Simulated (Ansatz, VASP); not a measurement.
# TePb: VASP beside Ansatz

Aim: how closely do two programs agree when they are given the same cell, functional and k mesh? The cell is taken from a series of runs on this material, whose earlier steps may have relaxed, scaled, displaced or heated it; both programs get it as it stands.

Main program and level: Ansatz 0.2.0; plane waves, with VASP 6.6.1 beside it; elastic constants at r2SCAN.

## Step 1: The starting structure

The structure is cubic, space group Fm-3m (No. 225). Conventional cell: a = 6.535 Å, b = 6.535 Å, c = 6.535 Å, α = 90.00°, β = 90.00°, γ = 90.00°. Nearest to Te lie 6 Pb at 3.27 Å. Nearest to Pb lie 6 Te at 3.27 Å. Farther neighbours and most contacts between anions are not listed.

## Step 2: VASP: elastic constants, r2SCAN

Elastic constants are differences of stresses under small strains, so they test the stress and the mesh.

Lines of VASP's logs that name or quote its potential files are left out, and so is its time.

INCAR

```
SYSTEM = TePb
PREC = Accurate
ENCUT = 550
EDIFF = 1E-08
NELM = 120
ISMEAR = 0
SIGMA = 0.01
LREAL = .FALSE.
ALGO = Normal
METAGGA = R2SCAN
LASPH = .TRUE.
NBANDS = 16
LORBIT = 11
LWAVE = .FALSE.
LCHARG = .FALSE.
ISIF = 3
IBRION = 6
NFREE = 2
POTIM = 0.015
NSW = 1
GGA_COMPAT = .FALSE.
EFERMI = MIDGAP
LMIXTAU = .TRUE.
KPAR = 2
```

POSCAR

```
TePb
1.0
    0.0000000000      3.2675843340      3.2675843340
    3.2675843340      0.0000000000      3.2675843340
    3.2675843340      3.2675843340      0.0000000000
Te Pb
1 1
Direct
    0.5000000000      0.5000000000      0.5000000000
    0.0000000000      0.0000000000      0.0000000000
```

KPOINTS

```
Automatic mesh
0
Gamma
8 8 8
0 0 0
```

Potentials, in the order of the species: Te and Pb_d (PBE family, release 64).

Started as:

```console
> mpirun -np 2 vasp_std
```

Numbers of over 12 decimals in the logs are rounded to 6 here.

Log:

```text
[banner, memory and clock lines left out]
running    2 mpi-ranks, on    1 nodes
 distrk:  each k-point on    1 cores,    2 groups
 distr:  one band on    1 cores,    1 groups

 POSCAR found type information on POSCAR TePb
 POSCAR found :  2 types and       2 ions
|                                                                             |
|               ----> ADVICE to this user running VASP <----                  |
|                                                                             |
|     You enforced a specific xc type in the INCAR file but a different       |
|     [... a line on the potential file left out ...]
|     I HOPE YOU KNOW WHAT YOU ARE DOING!                                     |
|                                                                             |

 LDA part: xc-table for (None), standard interpolation
 POSCAR, INCAR and KPOINTS ok, starting setup
 FFT: planning ... GRIDC
 FFT: planning ... GRID_SOFT
 FFT: planning ... GRID
 WAVECAR not read
 entering main loop
       N       E                     dE             d eps       ncg     rms          rms(c)
DAV:   1     0.736962728030E+02    0.73696E+02   -0.95386E+03   928   0.126E+03
DAV:   2    -0.770017177642E+02   -0.15070E+03   -0.14698E+03  1008   0.320E+02
DAV:   3    -0.868552133652E+02   -0.98535E+01   -0.98075E+01  1240   0.861E+01
DAV:   4    -0.870861473020E+02   -0.23093E+00   -0.23088E+00  1168   0.156E+01
DAV:   5    -0.870970195409E+02   -0.10872E-01   -0.10872E-01  1376   0.287E+00    0.313E+00
DAV:   6    -0.826396851447E+02    0.44573E+01   -0.18663E+00  1176   0.237E+01    0.270E+00
DAV:   7    -0.825961188330E+02    0.43566E-01   -0.69957E-01   960   0.824E+00    0.162E+00
DAV:   8    -0.826007201462E+02   -0.46013E-02   -0.76542E-01   928   0.466E+00    0.651E-01
DAV:   9    -0.826642974911E+02   -0.63577E-01   -0.61907E-02  1008   0.200E+00    0.576E-01
DAV:  10    -0.826347242476E+02    0.29573E-01   -0.27054E-02  1008   0.110E+00    0.904E-01
DAV:  11    -0.827008719761E+02   -0.66148E-01   -0.20489E-01   944   0.269E+00    0.189E-01
DAV:  12    -0.827022049578E+02   -0.13330E-02   -0.10399E-02  1224   0.683E-01    0.154E-01
DAV:  13    -0.827005817603E+02    0.16232E-02   -0.25357E-04  1240   0.121E-01    0.207E-01
DAV:  14    -0.827056704390E+02   -0.50887E-02   -0.39988E-03   952   0.520E-01    0.103E-01
DAV:  15    -0.827061573052E+02   -0.48687E-03   -0.13461E-03  1080   0.342E-01    0.500E-02
DAV:  16    -0.827062001224E+02   -0.42817E-04   -0.13052E-04  1080   0.128E-01    0.411E-02
DAV:  17    -0.827062105350E+02   -0.10413E-04   -0.13183E-05  1280   0.409E-02    0.181E-02
DAV:  18    -0.827062084875E+02    0.20475E-05   -0.79744E-06   976   0.226E-02    0.137E-02
DAV:  19    -0.827062083440E+02    0.14349E-06   -0.77297E-06   992   0.259E-02    0.437E-03
DAV:  20    -0.827062100595E+02   -0.17155E-05   -0.12370E-06  1024   0.969E-03    0.258E-03
DAV:  21    -0.827062099697E+02    0.89776E-07   -0.95590E-08  1136   0.294E-03    0.282E-03
DAV:  22    -0.827062099714E+02   -0.16892E-08   -0.15939E-07  1000   0.437E-03    0.825E-04
DAV:  23    -0.827062101457E+02   -0.17433E-06   -0.79890E-08  1064   0.238E-03    0.234E-04
DAV:  24    -0.827062101506E+02   -0.48681E-08   -0.67696E-09   720   0.589E-04
   1 F= -.82706210E+02 E0= -.82706210E+02  d E =0.000000E+00
[...]
11 F= -.82705456E+02 E0= -.82705456E+02  d E =0.000000E+00
[...]
12 F= -.82705456E+02 E0= -.82705456E+02  d E =0.000000E+00
[...]
13 F= -.82705456E+02 E0= -.82705456E+02  d E =0.000000E+00
[...]
14 F= -.82706201E+02 E0= -.82706201E+02  d E =0.000000E+00
[...]
15 F= -.82706201E+02 E0= -.82706201E+02  d E =0.000000E+00
[...]
16 F= -.82706200E+02 E0= -.82706200E+02  d E =0.000000E+00
 Finite differences progress:
  Degree of freedom:   8/  8
  Displacement:        1/  2
  Total:              15/ 16
 bond charge predicted
       N       E                     dE             d eps       ncg     rms          rms(c)
DAV:   1    -0.826770753819E+02    0.29125E-01   -0.51476E+00  2432   0.128E+01    0.181E-01
DAV:   2    -0.827045047765E+02   -0.27429E-01   -0.14478E-01  2464   0.345E+00    0.100E-01
DAV:   3    -0.827061930237E+02   -0.16882E-02   -0.24860E-03  2256   0.449E-01    0.629E-02
DAV:   4    -0.827056723191E+02    0.52070E-03   -0.58710E-04  2448   0.266E-01    0.379E-02
DAV:   5    -0.827061842928E+02   -0.51197E-03   -0.41239E-04  2016   0.187E-01    0.139E-02
DAV:   6    -0.827061968501E+02   -0.12557E-04   -0.18602E-05  2608   0.411E-02    0.725E-03
DAV:   7    -0.827061956639E+02    0.11861E-05   -0.14214E-05  2096   0.435E-02    0.251E-03
DAV:   8    -0.827061982305E+02   -0.25665E-05   -0.71412E-06  2000   0.323E-02    0.142E-03
DAV:   9    -0.827061997985E+02   -0.15680E-05   -0.26330E-06  1976   0.199E-02    0.682E-04
DAV:  10    -0.827061999174E+02   -0.11890E-06   -0.82176E-08  2720   0.293E-03    0.282E-04
DAV:  11    -0.827062000336E+02   -0.11624E-06   -0.74630E-08  2088   0.299E-03    0.975E-05
DAV:  12    -0.827062000698E+02   -0.36162E-07   -0.37040E-09  1552   0.850E-04    0.398E-05
DAV:  13    -0.827062000736E+02   -0.38358E-08   -0.67057E-10  1232   0.388E-04
  17 F= -.82706200E+02 E0= -.82706200E+02  d E =0.000000E+00
 Finite differences progress:
  Degree of freedom:   8/  8
  Displacement:        2/  2
  Total:              16/ 16
```

Parts of OUTCAR (step 2):

```text
ion  position               nearest neighbor table
   1  0.500  0.500  0.500-   2 3.27   2 3.27   2 3.27   2 3.27   2 3.27   2 3.27
   2  0.000  0.000  0.000-   1 3.27   1 3.27   1 3.27   1 3.27   1 3.27   1 3.27

  LATTYP: Found a face centered cubic cell.
 ALAT       =     6.5351686680

 Subroutine GETGRP returns: Found 48 space group operations
 (whereof 48 operations were pure point group operations)

The static configuration has the point symmetry O_h .

 Found     29 irreducible k-points:

   k-points           NKPTS =     29   k-points in BZ     NKDIM =     29   number of bands    NBANDS=     16

   dimension x,y,z NGX =    36 NGY =   36 NGZ =   36
   dimension x,y,z NGXF=    72 NGYF=   72 NGZF=   72

   ENCUT  =  550.0 eV  40.42 Ry    6.36 a.u.   8.84  8.84  8.84*2*pi/ulx,y,z

   NELECT =      20.0000    total number of electrons

 k-points in reciprocal lattice and weights: Automatic mesh
   0.00000000  0.00000000  0.00000000       0.002
   0.12500000  0.00000000  0.00000000       0.016
   0.25000000  0.00000000  0.00000000       0.016
   0.37500000  0.00000000  0.00000000       0.016
   0.50000000  0.00000000  0.00000000       0.008
   0.12500000  0.12500000  0.00000000       0.012
   0.25000000  0.12500000  0.00000000       0.047
   0.37500000  0.12500000  0.00000000       0.047
   0.50000000  0.12500000  0.00000000       0.047
[...]
-0.37500000  0.50000000  0.12500000       0.023
  -0.25000000  0.50000000  0.25000000       0.012

 average (electrostatic) potential at core
       1 -93.4516       2 -98.2198

 E-fermi :   5.6166

 k-point     1 :       0.0000    0.0000    0.0000
  band No.  band energies     occupation
    ...
      6      -7.1527      2.00000
      7      -0.6483      2.00000
      8       3.7159      2.00000
      9       3.7165      2.00000
     10       3.7165      2.00000
     11       9.3864      0.00000
     12       9.3864      0.00000
     13       9.3879      0.00000
     14      11.3370      0.00000
     15      11.3381      0.00000
    ...

 k-point     2 :       0.1250    0.0000    0.0000
  band No.  band energies     occupation
    ...
      6      -7.0185      2.00000
      7      -1.0871      2.00000
      8       3.7576      2.00000
      9       3.7581      2.00000
     10       3.9690      2.00000
     11       8.6457      0.00000
     12       8.7901      0.00000
     13       8.7918      0.00000
     14      11.1800      0.00000
     15      11.6317      0.00000
    ...

 k-point     3 :       0.2500    0.0000    0.0000
  band No.  band energies     occupation
    ...
      6      -6.6332      2.00000
      7      -2.0703      2.00000
      8       3.8836      2.00000
      9       3.8842      2.00000
     10       4.4406      2.00000
     11       7.4862      0.00000
     12       7.7548      0.00000
     13       7.7561      0.00000
     14      11.4897      0.00000
     15      12.4389      0.00000
    ...

  Total       -0.0009284     -0.0040443     -0.0040443     -0.0000000      0.0000000      0.0000000
  in kB       -0.0213183     -0.0928626     -0.0928626     -0.0000000      0.0000000      0.0000000
  external PRESSURE =      -0.0690145 kB  Pullay stress =       0.0000000 kB

  energy-cutoff  :      550.00
  volume of cell :       69.78
      direct lattice vectors                 reciprocal lattice vectors
     0.000000000  3.267584334  3.267584334    -0.153018239  0.153018239  0.153018239
     3.267584334  0.000000000  3.267584334     0.153018239 -0.153018239  0.153018239
     3.267584334  3.267584334  0.000000000     0.153018239  0.153018239 -0.153018239

 POSITION                                       TOTAL-FORCE (eV/Angst)
 -----------------------------------------------------------------------------------
      3.26758      3.26758      3.26758        -0.001295      0.000000      0.000000
     -0.01500      0.00000      0.00000         0.001295      0.000000      0.000000
 -----------------------------------------------------------------------------------
    total drift:                               -0.000016      0.000000      0.000000

  FREE ENERGIE OF THE ION-ELECTRON SYSTEM (eV)
  ---------------------------------------------------
  free  energy   TOTEN  =       -82.7062000736 eV

  energy  without entropy=      -82.7062000736  energy(sigma->0) =      -82.70620007

  SYMMETRIZED ELASTIC MODULI (kBar)
 Direction    XX          YY          ZZ          XY          YZ          ZX
 --------------------------------------------------------------------------------
 XX        1149.0006     63.1698     63.1698     -0.0000      0.0000      0.0000
 YY          63.1698   1149.0006     63.1698      0.0000     -0.0000     -0.0000
 ZZ          63.1698     63.1698   1149.0006      0.0000      0.0000      0.0000
 XY          -0.0000      0.0000      0.0000    155.0554      0.0000      0.0000
 YZ           0.0000     -0.0000      0.0000      0.0000    155.0554      0.0000
 ZX           0.0000     -0.0000      0.0000      0.0000      0.0000    155.0554
 --------------------------------------------------------------------------------

 Eigenvectors and eigenvalues of the dynamical matrix
 ----------------------------------------------------

   1 f  =    0.517658 THz     3.252543 2PiTHz   17.267220 cm-1     2.140861 meV
             X         Y         Z           dx          dy          dz
      3.267584  3.267584  3.267584     0.777364   -0.000000    0.000000
      0.000000  0.000000  0.000000    -0.629051    0.000000    0.000000

   2 f  =    0.517658 THz     3.252543 2PiTHz   17.267220 cm-1     2.140861 meV
             X         Y         Z           dx          dy          dz
      3.267584  3.267584  3.267584    -0.000000   -0.777364    0.000000
      0.000000  0.000000  0.000000     0.000000    0.629051    0.000000

   3 f  =    0.517658 THz     3.252543 2PiTHz   17.267220 cm-1     2.140861 meV
             X         Y         Z           dx          dy          dz
      3.267584  3.267584  3.267584     0.000000    0.000000    0.777364
      0.000000  0.000000  0.000000     0.000000    0.000000   -0.629051

   4 f/i=    0.007745 THz     0.048661 2PiTHz    0.258334 cm-1     0.032029 meV
             X         Y         Z           dx          dy          dz
      3.267584  3.267584  3.267584     0.444856    0.444756    0.000000
      0.000000  0.000000  0.000000     0.549741    0.549618    0.000000

   5 f/i=    0.007745 THz     0.048661 2PiTHz    0.258334 cm-1     0.032029 meV
             X         Y         Z           dx          dy          dz
      3.267584  3.267584  3.267584     0.000000    0.000000   -0.629051
      0.000000  0.000000  0.000000     0.000000    0.000000   -0.777364

   6 f/i=    0.007745 THz     0.048661 2PiTHz    0.258334 cm-1     0.032029 meV
             X         Y         Z           dx          dy          dz
      3.267584  3.267584  3.267584     0.444756   -0.444856    0.000000
      0.000000  0.000000  0.000000     0.549618   -0.549741    0.000000

 ELASTIC MODULI CONTR FROM IONIC RELAXATION (kBar)
 Direction    XX          YY          ZZ          XY          YZ          ZX
 --------------------------------------------------------------------------------
 XX           0.0000      0.0000      0.0000      0.0000      0.0000      0.0000
 YY           0.0000      0.0000      0.0000      0.0000      0.0000      0.0000
 ZZ           0.0000      0.0000      0.0000      0.0000      0.0000      0.0000
 XY           0.0000      0.0000      0.0000      0.0000      0.0000      0.0000
 YZ           0.0000      0.0000      0.0000      0.0000      0.0000      0.0000
 ZX           0.0000      0.0000      0.0000      0.0000      0.0000      0.0000
 --------------------------------------------------------------------------------

 TOTAL ELASTIC MODULI (kBar)
 Direction    XX          YY          ZZ          XY          YZ          ZX
 --------------------------------------------------------------------------------
 XX        1149.0006     63.1698     63.1698     -0.0000      0.0000      0.0000
 YY          63.1698   1149.0006     63.1698      0.0000     -0.0000     -0.0000
 ZZ          63.1698     63.1698   1149.0006      0.0000      0.0000      0.0000
 XY          -0.0000      0.0000      0.0000    155.0554      0.0000      0.0000
 YZ           0.0000     -0.0000      0.0000      0.0000    155.0554      0.0000
 ZX           0.0000     -0.0000      0.0000      0.0000      0.0000    155.0554
 --------------------------------------------------------------------------------

 total charge
# of ion       s       p       d       tot
------------------------------------------
    1        1.373   2.044   0.016   3.433
    2        1.458   0.544   9.825  11.827
--------------------------------------------------
tot          2.831   2.588   9.841  15.260

[... 3 further parts left out ...]
```

The last energy, forces, stress and levels in OUTCAR belong to the last displaced cell, not to the cell of POSCAR.

Levels, forces or a CONTCAR printed for this step are those of its last displaced cell, not of the structure at rest.

(Continued in part 2 of 2.)

[Lines on the potential files, build, host, timing and source positions are cut from VASP's logs without a mark.]

[Logs are printed without paths, hosts, clocks, repeated set-up lines and the standing remarks that a program may print on its own settings, such as how far it seeks lower states.]

[Hosts, paths, dates, database ids (printed as entryN), source tags and the programs' standing remarks are cut or masked in the printed files.]
